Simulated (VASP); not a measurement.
Consider the following.

```
CELL_PARAMETERS angstrom
      4.00094     0.00000     0.00000
      0.00000     4.00094     0.00000
      0.00000     0.00000     4.37983
ATOMIC_POSITIONS crystal
  Ba 0.00000 0.00000 0.02009
  Ti 0.50000 0.50000 0.53720
  O  0.50000 0.50000 0.94823
  O  0.00000 0.50000 0.47924
  O  0.50000 0.00000 0.47924
```

The numbers are results of revPBE GGA, VASP's PBE PAW potentials (set 64) (plane waves; VASP), not measurements. Run with 520 eV cut-off, 6×6×6 Γ-centred mesh, tetrahedra with Blöchl corrections, potentials Ba_sv Ti_sv O.

Unless said otherwise, spin-orbit coupling is left out, though it shifts the bands of the heavy elements here.

Task: Predict the energy per atom (σ→0), band gap (on the k-mesh) with the smallest direct gap where there is one.

Result: 
```json
{
  "band gap (on the k-mesh)": "1.78 eV",
  "smallest direct gap (on the k-mesh)": "2.43 eV",
  "energy per atom (σ→0)": "-7.663 eV/atom"
}
```

The compound is BaTiO3 in the tetragonal perovskite structure. It was relaxed first, which changed the volume by +9 %.
